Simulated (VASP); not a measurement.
Here is a VASP 6.6.1 calculation.

INCAR

```
ALGO     = Fast           # electronic algorithm
EDIFF    = 1E-8           # SCF threshold, eV
ENCUT    = 520            # plane-wave cutoff, eV
GGA      = PE             # functional
ISIF     = 2              # what is computed and relaxed
ISMEAR   = -1             # smearing method
LASPH    = T              # aspherical terms in the spheres
LCHARG   = F              # write CHGCAR
LEFG     = T            
LREAL    = Auto         
LWAVE    = F              # write WAVECAR
NBANDS   = 106            # bands
NELECT   = 176.0        
NELM     = 100            # most SCF steps
PREC     = Accurate       # precision mode
SIGMA    = 0.01           # smearing width, eV
```

Contents of KPOINTS:

```
k-points
0
Gamma
  3 3 3
```

File POSCAR:

```
Hf8O15F
1.0
   -0.8761689838      5.1506447000      5.2029534954
    4.2180060274      0.0000000000      5.2029534954
    5.0941750112      5.1506447000      0.0000000000
Hf F O
8 1 15
Direct
    0.4449181150      0.2629892150      0.0131465650
    0.9449181150      0.7629892150      0.5131465650
    0.5131465650      0.2789461050      0.4449181150
    0.0131465650      0.7789461050      0.9449181150
    0.0550818850      0.2370107850      0.4868534350
    0.5550818850      0.7370107850      0.9868534350
    0.9868534350      0.2210538950      0.0550818850
    0.4868534350      0.7210538950      0.5550818850
    0.6365530600      0.3420249300      0.1059728900
    0.1365530600      0.8420249300      0.6059728900
    0.1059728900      0.4154491200      0.1365530600
    0.6059728900      0.9154491200      0.6365530600
    0.8634469400      0.1579750700      0.3940271100
    0.3634469400      0.6579750700      0.8940271100
    0.3940271100      0.0845508800      0.3634469400
    0.8940271100      0.5845508800      0.8634469400
    0.3043254400      0.0419273400      0.0264334400
    0.8043254400      0.5419273400      0.5264334400
    0.0264334400      0.1273137800      0.8043254400
    0.5264334400      0.6273137800      0.3043254400
    0.1956745600      0.4580726600      0.4735665600
    0.6956745600      0.9580726600      0.9735665600
    0.4735665600      0.3726862200      0.6956745600
    0.9735665600      0.8726862200      0.1956745600
```

Potentials or basis: VASP PAW PBE potentials, release 64 (Hf_pv, F, O).

The run is started by

```console
$ cat potpaw_PBE.64/Hf_pv/POTCAR potpaw_PBE.64/F/POTCAR potpaw_PBE.64/O/POTCAR > POTCAR
$ mpirun -np 1 vasp_std > vasp.out
```

**Question.** What does it give for the band gap on the k mesh?

**Answer.** 4.00 eV, indirect (least direct gap 4.10 eV).

**Question.** Estimate the largest force.

**Answer.** 3.068 eV/Å.

Electric field gradients, principal values (V/Å²):
```tsv
atom	Vxx	Vyy	Vzz
1 Hf	-25.273	-135.241	160.514
2 Hf	-41.724	-59.891	101.615
3 Hf	-58.094	-125.108	183.202
4 Hf	-46.538	-56.538	103.077
5 Hf	-49.724	-52.475	102.198
6 Hf	-5.092	-132.606	137.698
7 Hf	-92.254	-124.294	216.548
8 Hf	-31.391	-62.866	94.256
9 F	-1.578	-13.726	15.304
10 O	-2.043	-9.019	11.062
11 O	-2.467	-8.346	10.813
12 O	-1.263	-11.159	12.422
13 O	0.919	13.542	-14.461
14 O	-1.033	-11.737	12.771
15 O	-4.961	-7.619	12.580
16 O	-5.174	-8.474	13.648
17 O	0.552	16.880	-17.432
18 O	-2.171	-6.038	8.208
19 O	-2.866	-4.720	7.586
20 O	0.093	13.130	-13.222
21 O	-2.149	-6.499	8.648
22 O	2.649	10.631	-13.280
23 O	1.322	12.235	-13.556
24 O	-1.941	-5.104	7.045
```

Caveat: the cell carries a net charge on a neutralising background, which shifts energy and pressure; the cell is charged against a uniform background, so pressure and absolute levels hang on convention; spin-orbit coupling is left out, which moves the levels of the heavy elements.
